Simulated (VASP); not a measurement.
Given:

```
Hf3Si
1.0
    5.32301     0.00000     0.00000
    0.00000     5.32301     0.00000
    0.00000     0.00000     5.32301
Hf Si
6 2
Direct
  0.25000   0.00000   0.50000
  0.75000   0.00000   0.50000
  0.00000   0.50000   0.25000
  0.00000   0.50000   0.75000
  0.50000   0.25000   0.00000
  0.50000   0.75000   0.00000
  0.00000   0.00000   0.00000
  0.50000   0.50000   0.50000
```

Level of theory: PBEsol GGA, VASP's PBE PAW potentials (set 64) (plane waves; VASP 6.6.1). Numerical set-up: 400 eV cut-off, 7×7×7 Γ-centred mesh, tetrahedra with Blöchl corrections, potentials Hf_pv Si.

Unless said otherwise, spin-orbit coupling is left out, though it shifts the bands of the heavy elements here.

**Question.** Predict the energy per atom (σ→0), band gap (on the k-mesh) with the smallest direct gap where there is one.

**Answer.** 
```json
{
  "band gap (on the k-mesh)": "none (metal, semimetal or under 0.01 eV)",
  "energy per atom (σ→0)": "-9.607 eV/atom"
}
```

The absolute energy has meaning only against runs of the same code, potentials and settings.

The structure was generated: Hf3Si was put into the A15 type (Pm-3n), which need not be its known phase. It was relaxed first, which changed the volume by -16 %.
